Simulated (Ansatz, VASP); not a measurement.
# Two plane-wave programs on GePd3

POSCAR

```
GePd3
1.0
    5.3798701500      0.0000000000      0.0000000000
    0.0000000000      4.3541715100      0.0000000000
    0.0000000000      0.0000000000      4.7413318600
Pd Ge
6 2
Direct
    0.0000000000      0.5000000000      0.6700000000
    0.5000000000      0.0000000000      0.3300000000
    0.2500000000      0.0000000000      0.8330000000
    0.7500000000      0.0000000000      0.8330000000
    0.7500000000      0.5000000000      0.1670000000
    0.2500000000      0.5000000000      0.1670000000
    0.0000000000      0.0000000000      0.3300000000
    0.5000000000      0.5000000000      0.6700000000
```

File INCAR.step1:

```
SYSTEM = GePd3
  ALGO = Normal
  EDIFF = 1E-4
  ENCUT = 520
  GGA = PE
  ISMEAR = 1
  LASPH = .TRUE.
  LCHARG = .FALSE.
  LREAL = .FALSE.
  LWAVE = .TRUE.
  NBANDS = 54
  NELM = 100
  PREC = Accurate
  SIGMA = 0.001
```

Contents of INCAR.step2:

```
SYSTEM = GePd3
  ALGO = Normal
  EDIFF = 1E-6
  ENCUT = 520
  ISIF = 2
  ISMEAR = 1
  ISTART = 1
  LASPH = .TRUE.
  LCHARG = .FALSE.
  LMIXTAU = .TRUE.
  LREAL = .FALSE.
  LWAVE = .FALSE.
  METAGGA = R2SCAN
  NBANDS = 54
  NELM = 100
  PREC = Accurate
  SIGMA = 0.001
```

File KPOINTS:

```
k-points
0
G
  5 5 5
  0 0 0
```

Input for Ansatz:

```yaml
crystal:
  lattice:
    - [5.37987015, 0.0, 0.0]
    - [0.0, 4.35417151, 0.0]
    - [0.0, 0.0, 4.74133186]
  atoms:
    - { symbol: Pd, position: [0.0, 0.5, 0.67] }
    - { symbol: Pd, position: [0.5, 0.0, 0.33] }
    - { symbol: Ge, position: [0.0, 0.0, 0.33] }
    - { symbol: Ge, position: [0.5, 0.5, 0.67] }
    - { symbol: Pd, position: [0.25, 0.0, 0.833] }
    - { symbol: Pd, position: [0.75, 0.0, 0.833] }
    - { symbol: Pd, position: [0.75, 0.5, 0.167] }
    - { symbol: Pd, position: [0.25, 0.5, 0.167] }
  symmetry: { tolerance: 0.0003 }
kpoints:
  mp_grid: { grid: [5, 5, 5], shift: [0, 0, 0] }
magnetization:
  spin_polarized: false
scf:
  occupations: { method: methfessel_paxton, width: 0.001 }
  algorithm: direct_min
hamiltonian:
  pseudopotentials: { kind: paw }
  xc: r2scan
basis:
  ecutwfc: 500
output:
  forces: true
  stress: true
  eigenvalues: true
  write_density: true
  write_potential: true
  elf: true
  volumetric_format: npy
```

The cell was built by a generator and needn't be a form met in nature.

Alike in both runs: task single point; functional r2SCAN; k mesh 5 × 5 × 5; occupations methfessel-paxton of order 1, width 0.001 eV; no spin polarisation.

|  | VASP | Ansatz |
| --- | --- | --- |
| version | VASP 6.6.1 | Ansatz 0.2.0 |
| potentials or method | VASP PAW PBE potentials, release 64 (Pd, Ge_d) | PAW plane waves |
| plane-wave cutoff (eV) | 520 | 500 |
| valence electrons in the cell | 88 | 136 |

|  | VASP | Ansatz | Ansatz less VASP |
| --- | --- | --- | --- |
| gap on the k mesh at the Fermi level (eV) | none | none | - |
| pressure (GPa) | 13.8 | 12.9 | -0.92 |
| largest component of the traceless stress (GPa) | 3.11 | 3.08 | -0.023 |
| rms of the force components (eV/Å) | 0.292 | 0.289 | -0.0033 |

A gap of «none» marks a metal or a gap that the smearing closes. With one functional, cell and mesh, what is left measures potentials, basis and numerics. The two sets of potentials don't hold the same shells in valence.

Caveats: the PAW data sets were made with another functional, which shifts forces and pressure a little (VASP).
